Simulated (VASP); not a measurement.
The system is SiCl2H2, in a box.

```xyz
5
Lattice="13.0063 0.0000 0.0000 0.0000 13.5063 0.0000 0.0000 0.0000 14.0063" Properties=species:S:1:pos:R:3 pbc="T T T"
Si    6.5091    6.9373    6.9634
Cl    5.3372    5.4963    6.0907
Cl    7.5800    6.1130    8.5076
H     7.4586    7.4561    5.9499
H     5.6301    7.9996    7.5080
```

Base run:

| Quantity | Value |
| --- | --- |
| Program | VASP 6.6.1 |
| Functional | rev-vdW-DF2 |
| Potentials or basis | VASP PAW PBE potentials, release 64 (Si, Cl, H) |
| Cutoff | 400 eV |
| k mesh | 1 × 1 × 1 |
| Occupations | gaussian, width 0.01 eV |
| Spin | no spin polarisation |

Its results: gap between the frontier levels 6.50 eV; largest force 0.027 eV/Å.

Q: After a change of settings the same cell gave: gap between the frontier levels 6.39 eV; largest force 0.418 eV/Å. Which change was it?
A. functional from rev-vdW-DF2 to PBE; dispersion from none to D4
B. functional from rev-vdW-DF2 to PBE; dispersion from none to D3
C. functional from rev-vdW-DF2 to LDA; potentials or basis from VASP PAW PBE potentials, release 64 (Si, Cl, H) to VASP PAW LDA potentials, release 64 (Si, Cl, H)
D. functional from rev-vdW-DF2 to RPBE

A: C.

Caveats: the PAW data sets were made with another functional, which shifts forces and pressure a little (some runs).
